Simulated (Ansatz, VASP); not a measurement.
# Al36B36O107 (V_O hop (2.7 A)) in two plane-wave programs, part 2 of 2

Wanted: the spread between two codes on one cell, functional and k mesh. Of the first pair: The structure shown is the start of the Ansatz relaxation below; VASP solves that cell, so the two are compared at the walk's first step.

VASP 6.6.1 and Ansatz 0.2.0.

So far. Step 3 (VASP: single point, PBEsol, start cell, pair 1): The run ends at a pressure of -1.88 GPa, with forces up to 3.4 eV/Å.

**4. Side by side**

Known differences besides the potentials themselves: fixed occupations in Ansatz, narrow Gaussian smearing in VASP; the cutoff is 420 eV in Ansatz and 520 eV in VASP (PREC = Accurate, projectors in real space); Ansatz makes its cores anew for this functional, VASP keeps those of its PBE data sets. Total energies have different zeros and are not compared.

Forces on 9 of the 179 atoms, those with the largest forces and the largest differences (eV/Å; atoms numbered as in POSCAR):

```csv
atom,"Ansatz x, y, z","VASP x, y, z"
Al8,"1.475, 3.058, -0.142","1.452, 3.091, -0.157"
Al28,"1.122, 1.702, 1.768","1.108, 1.701, 1.757"
Al31,"0.921, -1.605, -1.912","0.897, -1.599, -1.905"
B39,"-3.334, 0.717, -0.530","-3.317, 0.749, -0.531"
B68,"-2.728, -1.794, -0.010","-2.552, -1.824, -0.007"
O92,"1.793, -0.965, 2.521","1.714, -0.982, 2.513"
O93,"-1.057, 1.575, -2.276","-1.089, 1.501, -2.270"
O129,"2.076, 1.047, 0.581","2.007, 0.952, 0.577"
O165,"0.968, 0.945, -0.242","0.899, 1.082, -0.241"
```

The forces differ by 42 meV/Å r.m.s., which is 7.5 % of the r.m.s. force of 0.559 eV/Å (both taken over all components). VASP's last cycles still show a density residual of 5e-03, so its state may not be settled. The cell carries a charge of +2 e against a uniform background, so its pressure also hangs on how the neutralising background is counted, and in a defect's cell a gap may be the spacing between its levels.

**5. Ansatz: relaxation, PBEsol**

This run makes the geometry at which the two programs are then compared.

The structure compared here is the end of the Ansatz relaxation.

The input, input.yaml:

```yaml
crystal:
  lattice:
    - [-6.7129563, 11.62718138, 0.0]
    - [-13.4259126, 0.0, 0.0]
    - [-4.4753042, 2.58381808, 9.15826512]
  atoms:
    - { symbol: Al, position: [0.00106747, -0.00044535, -0.00124048] }
    - { symbol: Al, position: [0.17074531, 0.16494096, 0.2468811] }
[... 4 atom lines left out ...]
    - { symbol: O, position: [0.31644916, 0.18822113, 0.11839609] }
[... 8 atom lines left out ...]
    - { symbol: O, position: [0.2500955, 0.02062251, 0.87405279] }
    - { symbol: O, position: [0.31399846, 0.18671924, 0.62355434] }
    - { symbol: O, position: [0.18627799, 0.08347863, 0.62294319] }
[... 1 atom line left out ...]
    - { symbol: O, position: [0.01984128, 0.14762103, 0.87289132] }
[... 2 atom lines left out ...]
    - { symbol: B, position: [0.24953228, 0.58173121, 0.37757978] }
[... 4 atom lines left out ...]
    - { symbol: O, position: [0.18901804, 0.41684946, 0.12129301] }
    - { symbol: O, position: [0.08323515, 0.64705364, 0.12626644] }
    - { symbol: O, position: [0.01925169, 0.47990821, 0.37507675] }
    - { symbol: Al, position: [-0.00014191, 0.33310932, 0.49882968] }
[... 3 atom lines left out ...]
    - { symbol: O, position: [0.14531568, 0.58311289, 0.87832071] }
[... 13 atom lines left out ...]
    - { symbol: O, position: [0.08457518, 0.97992692, 0.1241707] }
[... 1 atom line left out ...]
    - { symbol: Al, position: [-0.00265226, 0.66806666, 0.4978174] }
[... 1 atom line left out ...]
    - { symbol: B, position: [0.2498925, 0.91737031, 0.87511014] }
[... 1 atom line left out ...]
    - { symbol: O, position: [0.14741153, 0.91682032, 0.87460341] }
    - { symbol: O, position: [0.24964091, 0.68548068, 0.87791285] }
[... 3 atom lines left out ...]
    - { symbol: O, position: [0.01937018, 0.81378168, 0.8751624] }
    - { symbol: Al, position: [0.33388858, -0.00225671, 0.00134362] }
[... 2 atom lines left out ...]
    - { symbol: B, position: [0.41871017, 0.08325613, 0.12217579] }
[... 3 atom lines left out ...]
    - { symbol: O, position: [0.52069265, 0.08501987, 0.12162512] }
[... 24 atom lines left out ...]
    - { symbol: B, position: [0.5839829, 0.58517221, 0.88313715] }
[... 21 atom lines left out ...]
    - { symbol: O, position: [0.58357804, 0.68847138, 0.87897594] }
    - { symbol: O, position: [0.64593558, 0.85260166, 0.62602273] }
    - { symbol: O, position: [0.51872634, 0.74717359, 0.62854436] }
[... 1 atom line left out ...]
    - { symbol: O, position: [0.35238673, 0.8140884, 0.87733833] }
[... 1 atom line left out ...]
    - { symbol: Al, position: [0.83717042, 0.16354089, 0.24446518] }
    - { symbol: B, position: [0.92456963, 0.24773223, 0.36773702] }
[... 4 atom lines left out ...]
    - { symbol: O, position: [0.85414454, 0.0830701, 0.12216677] }
    - { symbol: O, position: [0.75137248, 0.31363708, 0.12442605] }
    - { symbol: O, position: [0.68849562, 0.14602812, 0.37331708] }
    - { symbol: Al, position: [0.66770918, -0.0014266, 0.49923534] }
    - { symbol: Al, position: [0.83333333, 0.16666667, 0.75] }
[... 1 atom line left out ...]
    - { symbol: B, position: [0.751082, 0.08366399, 0.62309656] }
[... 10 atom lines left out ...]
    - { symbol: O, position: [0.81302706, 0.58189223, 0.37656141] }
[... 4 atom lines left out ...]
    - { symbol: O, position: [0.68624558, 0.48042109, 0.375] }
    - { symbol: Al, position: [0.66666667, 0.33333333, 0.5] }
[... 1 atom line left out ...]
    - { symbol: B, position: [0.91231085, 0.58489708, 0.87823336] }
    - { symbol: B, position: [0.75, 0.41666667, 0.625] }
    - { symbol: O, position: [0.81116404, 0.58387368, 0.87711706] }
    - { symbol: O, position: [0.91685908, 0.35324147, 0.87342214] }
    - { symbol: O, position: [0.97898525, 0.51982978, 0.62503817] }
    - { symbol: O, position: [0.84825113, 0.41649036, 0.62460247] }
[... 3 atom lines left out ...]
    - { symbol: Al, position: [0.8331242, 0.83358274, 0.25005742] }
[... 3 atom lines left out ...]
    - { symbol: O, position: [0.91570166, 0.68587282, 0.37495726] }
[... 1 atom line left out ...]
    - { symbol: O, position: [0.85266981, 0.75005263, 0.12597172] }
[... 11 atom lines left out ...]
    - { symbol: O, position: [0.68619963, 0.81423203, 0.87677702] }
total_charge: 2
basis:
  ecutwfc: 420
  xc_grid: 2
hamiltonian:
  xc: pbesol
kpoints:
  mp_grid: { grid: [1, 1, 1], shift: [0.25, 0.25, 0.25] }
scf:
  occupations: { method: fixed }
  max_iter: 150
output:
  forces: true
relax:
  f_tol: 0.02
  max_steps: 70
  random_displacement: { amplitude: 0.01, seed: 9000 }
```

Launch:

```console
$ ansatz run input.yaml --threads 32 --pin off --max-ram 84787MiB --backend cuda --events-out ev --progress --plain --runs-dir out --max-vram 78GiB
```

Numbers of over 12 decimals in the logs are rounded to 6 here.

Log:

```text
[...]
Crystal: 179 atoms, lattice volume = 1429.656 Å³
Basis set: ecut = 420 eV, 27991 PW (Γ), exchange–correlation on 180×180×144 points (8 copies of the dense FFT grid, shifted against one another)
Bands: 607, of which v1, the nominal top of the filled ones, is band 428 counted from 1 (427 counted from 0)
Symmetry: 1 space group operations
k-points: 1
[...]
- { symbol: B, position: [0.916471, 0.916816, 0.376438] }
    - { symbol: B, position: [0.750738, 0.748303, 0.125823] }
[...]
- { symbol: Al, position: [0.666403, 0.670823, 0.492886] }
    - { symbol: Al, position: [0.833933, 0.833955, 0.749932] }
    - { symbol: B, position: [0.919349, 0.908578, 0.881917] }
    - { symbol: B, position: [0.750977, 0.750859, 0.623833] }
[...]
- { symbol: O, position: [0.980251, 0.853813, 0.626303] }
    - { symbol: O, position: [0.853663, 0.750356, 0.625557] }
    - { symbol: O, position: [0.750125, 0.985152, 0.625012] }
    - { symbol: O, position: [0.687121, 0.813604, 0.874128] }
```

**6. VASP: single point, PBEsol, relaxed cell, pair 2**

The same cell, functional and mesh now go to VASP, with its own data sets.

The input, INCAR:

```
SYSTEM = Al36B36O107
PREC = Accurate
ENCUT = 520
EDIFF = 1E-06
NELM = 120
ISMEAR = 0
SIGMA = 0.01
LREAL = Auto
ALGO = Normal
GGA = PS
NELECT = 856
NBANDS = 553
LORBIT = 11
LWAVE = .FALSE.
LCHARG = .FALSE.
ISIF = 2
ISYM = 0
LASPH = .TRUE.
GGA_COMPAT = .FALSE.
EFERMI = MIDGAP
```

The input, POSCAR:

```
Al36B36O107
1.0
   -6.7129563000     11.6271813800      0.0000000000
  -13.4259126000      0.0000000000      0.0000000000
   -4.4753042000      2.5838180800      9.1582651200
Al B O
36 36 107
Direct
    0.0036503749      0.9956838891      0.0056983573
    0.1662257660      0.1659134218      0.2518462184
[... 4 atom lines left out ...]
    0.9967060965      0.3345343152      0.5029889365
[... 8 atom lines left out ...]
    0.4998236399      0.1665769024      0.7492587882
    0.3333739508      0.3318914659      0.9996534121
    0.4978557040      0.5030773650      0.2421850302
[... 1 atom line left out ...]
    0.4957239264      0.5010382402      0.7465788166
[... 2 atom lines left out ...]
    0.3326898503      0.6674906037      0.4981916985
[... 4 atom lines left out ...]
    0.8447985295      0.1460067093      0.7704088144
    0.6666250336      0.3231905493      0.0060140756
    0.8323142331      0.4988120483      0.2533339844
    0.6560331789      0.3383244940      0.4788059236
[... 3 atom lines left out ...]
    0.6664028029      0.6708231156      0.4928863859
[... 13 atom lines left out ...]
    0.5817081528      0.2486965402      0.3675573171
[... 1 atom line left out ...]
    0.5868801742      0.2486009422      0.8693244099
[... 1 atom line left out ...]
    0.5820385488      0.5834889704      0.3730154087
[... 1 atom line left out ...]
    0.5807297810      0.5886101385      0.8647645000
    0.4177676263      0.4163379006      0.6219335594
[... 3 atom lines left out ...]
    0.4171253828      0.7503552976      0.6232152049
    0.9132466646      0.2491414128      0.3808024570
[... 2 atom lines left out ...]
    0.7501639590      0.0879006906      0.6248035422
[... 3 atom lines left out ...]
    0.7285422656      0.4629025785      0.6941293373
[... 24 atom lines left out ...]
    0.3155279190      0.5190258586      0.6237649032
[... 21 atom lines left out ...]
    0.4832342695      0.2495552160      0.8719686742
    0.5846683685      0.0197031293      0.8733627545
    0.6487745066      0.1933636604      0.6209287789
[... 1 atom line left out ...]
    0.4194278548      0.3133038960      0.6208493737
[... 1 atom line left out ...]
    0.4803628619      0.5831143395      0.3709713053
    0.5803599881      0.3547298278      0.3614697921
[... 4 atom lines left out ...]
    0.4805966003      0.5828852098      0.8720275790
    0.5918565870      0.3516818377      0.8624030876
    0.6429056139      0.5196777709      0.6255234465
    0.4166312408      0.6476471188      0.6226045298
    0.3542701748      0.4789343888      0.8735967829
[... 1 atom line left out ...]
    0.5831366792      0.6853942412      0.3736895925
[... 10 atom lines left out ...]
    0.8102407906      0.2504415423      0.3773826248
[... 4 atom lines left out ...]
    0.6852901684      0.1478844132      0.3731294858
    0.8145775290      0.2477451144      0.8757929884
[... 1 atom line left out ...]
    0.9756532587      0.1874357477      0.6318895053
    0.8515305500      0.0893973582      0.6286998729
    0.5229282117      0.4165460515      0.6184011613
    0.6902577135      0.1455716224      0.8723910114
    0.8126496121      0.5825977376      0.3776979468
    0.9075556645      0.3517095788      0.3895417263
[... 3 atom lines left out ...]
    0.6843734172      0.4788309289      0.3746348713
[... 3 atom lines left out ...]
    0.8481119740      0.4192637598      0.6408932287
[... 1 atom line left out ...]
    0.6917861758      0.4826791299      0.8411665050
[... 11 atom lines left out ...]
    0.6871206430      0.8136040187      0.8741282170
```

The input, KPOINTS:

```
Points of the shifted mesh
1
Reciprocal
 0.2500000000  0.2500000000  0.2500000000 1
```

Potentials, in the order of the species: Al, B and O (PBE family, release 64).

Launch:

```console
$ export OMP_NUM_THREADS=3
$ mpirun -np 1 vasp_std
```

Log:

```text
[banner, memory and clock lines left out]
running    1 mpi-ranks, on    1 nodes
[...]
Offloading initialized ...    1 GPUs detected
[...]
[... a notice as in an earlier step ...]

 LDA part: xc-table for (Slater+PW92), standard interpolation
 POSCAR, INCAR and KPOINTS ok, starting setup
[...]
entering main loop
       N       E                     dE             d eps       ncg     rms          rms(c)
DAV:   1     0.466279914005E+04    0.46628E+04   -0.46872E+05  1106   0.150E+03
DAV:   2    -0.123753708908E+04   -0.59003E+04   -0.56907E+04  1299   0.341E+02
DAV:   3    -0.158160712493E+04   -0.34407E+03   -0.34150E+03  1300   0.840E+01
DAV:   4    -0.158584182634E+04   -0.42347E+01   -0.42214E+01  1300   0.101E+01
DAV:   5    -0.158590651799E+04   -0.64692E-01   -0.64619E-01  1300   0.116E+00BRMIX: very serious problems
 the old and the new charge density differ
 old charge density:   858.00000 new  856.00000
    0.698E+01
DAV:   6    -0.147067520931E+04    0.11523E+03   -0.43669E+02  1260   0.279E+01    0.265E+01
DAV:   7    -0.146805874452E+04    0.26165E+01   -0.10883E+01  1252   0.468E+00    0.151E+01
DAV:   8    -0.146712394798E+04    0.93480E+00   -0.20775E+00  1276   0.270E+00    0.327E+00
DAV:   9    -0.146711993414E+04    0.40138E-02   -0.28616E-01  1308   0.101E+00    0.129E+00
[...]
DAV:  16    -0.146712075574E+04   -0.65369E-06   -0.39358E-05  1268   0.159E-02    0.188E-02
DAV:  17    -0.146712075320E+04    0.25480E-05   -0.17922E-05  1268   0.789E-03    0.971E-03
DAV:  18    -0.146712075245E+04    0.74979E-06   -0.48280E-06  1100   0.399E-03
   1 F= -.14671208E+04 E0= -.14671208E+04  d E =0.000000E+00
```

From OUTCAR (step 6):

```text
  FREE ENERGIE OF THE ION-ELECTRON SYSTEM (eV)
  ---------------------------------------------------
  free  energy   TOTEN  =     -1467.1207524459 eV

  energy  without entropy=    -1467.1207524459  energy(sigma->0) =    -1467.12075245

[... 1 part as in an earlier step ...]
```

The run ends at a pressure of -1.62 GPa, with forces up to 0.14 eV/Å.

**7. Side by side**

The two programs side by side:

```csv
quantity,Ansatz,VASP,difference
gap on the k mesh (eV),4.770,4.753,+0.016
```

Forces on 7 of the 179 atoms, those with the largest forces and the largest differences (eV/Å; atoms numbered as in POSCAR):

```csv
atom,"Ansatz x, y, z","VASP x, y, z"
O90,"0.004, 0.009, 0.000","0.048, 0.089, -0.001"
O96,"0.007, 0.007, 0.001","0.058, 0.085, -0.002"
O127,"0.004, 0.000, 0.000","0.057, -0.085, 0.001"
O129,"0.013, -0.008, 0.013","0.009, -0.105, -0.024"
O150,"0.016, -0.010, -0.006","0.058, -0.085, -0.007"
O165,"0.010, 0.009, -0.008","0.027, 0.121, -0.060"
O166,"0.000, 0.002, 0.002","0.103, 0.002, 0.005"
```

The forces differ by 40 meV/Å r.m.s., where the r.m.s. force is 0.005 eV/Å in Ansatz and 0.041 eV/Å in VASP: the atoms lie near their places of rest in Ansatz, so a percentage would say little (all taken over all components). A gap on the mesh is an upper bound, since the band edges may lie between its points. The cell carries a charge of +2 e against a uniform background, so its pressure also hangs on how the neutralising background is counted, and in a defect's cell a gap may be the spacing between its levels.

**8. Results**

```yaml
r_m_s_force_difference_single_point_pbesol_start_cell_pair_1: 7.5 % of the r.m.s. force
r_m_s_force_difference_single_point_pbesol_relaxed_cell_pair_2: 40 meV/Å
```

In words: The r.m.s. force difference is 40 meV/Å (single point, PBEsol, relaxed cell, pair 2), beyond the 12 meV/Å picked in this series as the mark of a large difference. What causes the difference of the single point, PBEsol, start cell, pair 1 pair stays open here. What causes the difference of the single point, PBEsol, relaxed cell, pair 2 pair stays open here. Such differences can come from data sets, numerical settings and the points named under the comparisons, not from the functional's error against experiment.

[Lines on the potential files, build, host, timing and source positions are cut from VASP's logs without a mark.]

[Logs are printed without paths, hosts, clocks, repeated set-up lines and the standing remarks that a program may print on its own settings, such as how far it seeks lower states.]

[Hosts, paths, dates, database ids (printed as entryN), source tags and the programs' standing remarks are cut or masked in the printed files.]
